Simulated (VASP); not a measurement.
An input for Quantum ESPRESSO's pw.x (written as the equivalent of a VASP run, and not itself run):

```
&CONTROL
  calculation = 'vc-relax'
  pseudo_dir = './pseudo'
  outdir = './out'
  tprnfor = .true.
  tstress = .true.
  nstep = 40
  forc_conv_thr = 0.00078
/
&SYSTEM
  ibrav = 0
  nat = 2
  ntyp = 2
  ecutwfc = 50
  occupations = 'smearing'
  smearing = 'gaussian'
  degauss = 0.003675
  input_dft = 'pbe'
/
&ELECTRONS
  conv_thr = 7.3e-08
  electron_maxstep = 100
/
&IONS
/
&CELL
  press = 100
/
ATOMIC_SPECIES
  Cs 132.905 Cs.upf
  Br 79.904 Br.upf
CELL_PARAMETERS angstrom
     3.9207966    0.0000000    0.0000000
     0.0000000    3.9207966   -0.0000000
     0.0000000   -0.0000000    3.9207966
ATOMIC_POSITIONS crystal
  Cs   0.0000000  0.0000000  0.0000000
  Br   0.5000000  0.5000000  0.5000000
K_POINTS automatic
  7 7 7 0 0 0
```

Translate this input to VASP (INCAR, KPOINTS, POSCAR, choice of POTCAR).

Several could match; the one computed here: 
File POSCAR:
```
CsBr
1
    3.9207965782     0.0000000000     0.0000000000
    0.0000000000     3.9207965782    -0.0000000000
    0.0000000000    -0.0000000000     3.9207965782
Cs Br
1 1
Direct
  0.0000000000   0.0000000000   0.0000000000
  0.5000000000   0.5000000000   0.5000000000
```

**INCAR**
```
ALGO  =  Normal
EDIFF  =  1E-6
EDIFFG  =  -0.02
ENCUT  =  500
GGA  =  PE
IBRION  =  2
ISIF  =  3
ISMEAR  =  0
LASPH  =  .TRUE.
LCHARG  =  .FALSE.
LMAXMIX  =  4
LREAL  =  .FALSE.
LWAVE  =  .FALSE.
NELM  =  100
NSW  =  40
PREC  =  Accurate
PSTRESS  =  100
SIGMA  =  0.05
SYSTEM  =  CsBr
```

### KPOINTS
```
Automatic mesh
0
G
  7 7 7
```

POTCAR, in this order: Cs_sv Br (PBE.64 set). Program: vasp_std.

What does not carry over: the potentials are each code's own (VASP's PAW set, PseudoDojo norm-conserving files in pw.x), so ENCUT and ecutwfc are chosen apart and not converted; conv_thr bounds pw.x's estimated SCF error, while EDIFF bounds the energy change between steps; forc_conv_thr acts on force components and is met together with etot_conv_thr.

The compound is CsBr in the CsCl type structure. It was relaxed first under an external pressure of 10 GPa.
